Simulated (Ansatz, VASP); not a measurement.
## Be3AsP in VASP and in Ansatz

```xyz
5
Lattice="4.8000 0.0000 0.0000 0.0000 4.8000 0.0000 0.0000 0.0000 4.8000" Properties=species:S:1:pos:R:3 pbc="T T T"
As    0.0000    0.0000    0.0000
P     2.4000    2.4000    2.4000
Be    2.4000    2.4000    0.0000
Be    2.4000    0.0000    2.4000
Be    0.0000    2.4000    2.4000
```

The cell comes from a database or a generator and needn't be the stable form of this composition.

Alike in both runs: task single point; functional PBEsol; k mesh 4 × 4 × 4; occupations gaussian, width 0.05 eV; no spin polarisation.

|  | VASP | Ansatz |
| --- | --- | --- |
| version | VASP 6.6.1 | Ansatz 0.2.0 |
| potentials or method | VASP PAW PBE potentials, release 64 (As, P, Be) | scalar-relativistic, plane waves, PAW |
| plane-wave cutoff (eV) | 520 | 420 |
| valence electrons in the cell | 16 | 26 |

|  | VASP | Ansatz | Ansatz less VASP |
| --- | --- | --- | --- |
| gap on the k mesh at the Fermi level (eV) | none | none | - |
| pressure (GPa) | -16.7 | -16.7 | -0.04 |

A gap of «none» marks a metal or a gap that the smearing closes. The two sets of potentials don't hold the same shells in valence.

Caveats: so large a pressure means that the cell lies far from this level's equilibrium, or that cutoff or potentials fall short (VASP); the potentials were made for another functional, which shifts forces and pressure (VASP).
